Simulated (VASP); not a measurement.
OSZICAR of a VASP run on Au16Cl:

**OSZICAR**
```
       N       E                     dE             d eps       ncg     rms          rms(c)
DAV:   1    -0.503992160114E+02   -0.50399E+02   -0.69151E-05  1372   0.521E-02    0.144E-02
DAV:   2    -0.503992513616E+02   -0.35350E-04   -0.54843E-04  1691   0.147E-01    0.327E-02
DAV:   3    -0.503992033255E+02    0.48036E-04   -0.22860E-04  1611   0.941E-02    0.284E-03
DAV:   4    -0.503992035361E+02   -0.21064E-06   -0.22562E-06  1014   0.495E-03
   1 F= -.50399204E+02 E0= -.50394299E+02  d E =-.147122E-01
```

Problem. Which electronic solver shows in the log?

Solution. It is blocked Davidson (ALGO = Normal, or the opening steps of other solvers). The INCAR had ALGO = Normal.

Problem. Can the final energy be trusted as converged?

Solution. The calculation finished and met its thresholds. It stopped with EDIFF = 1E-6, NELM = 100 (PBE GGA, plane waves, VASP's PBE PAW potentials (set 64)).

The cell is a thin slab with vacuum, built from Au (fcc): (100) face, Cl adsorbed.
